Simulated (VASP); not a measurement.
Consider the following.

```
Rh
1.0
    0.00000     1.90240     1.90240
    1.90240     0.00000     1.90240
    1.90240     1.90240     0.00000
Rh
1
Cartesian
  0.00000   0.00000   0.00000
```

The numbers are results of r2SCAN meta-GGA, VASP's PBE PAW potentials (set 64) (plane waves; VASP), not measurements. Numerical set-up: 520 eV cut-off, 18×18×18 Γ-centred mesh, tetrahedra with Blöchl corrections, potentials Rh_pv.

Q: Give the energies of bands 4 to 9 at the high-symmetry points, in eV from the Fermi level.

A: 
```csv
band,Γ,X,U,L,W
4,-8.16,-6.53,-5.70,-6.32,-5.18
5,-3.16,-6.15,-4.91,-3.27,-3.91
6,-3.16,0.52,-2.10,-3.27,-3.91
7,-3.16,1.05,-0.75,0.59,-1.27
8,-1.06,1.05,0.42,0.59,1.05
9,-1.06,3.49,8.25,0.92,10.09
```

It has no gap at this level: it comes out as a metal or semimetal.

The compound is Rh in the fcc structure. It was relaxed first.
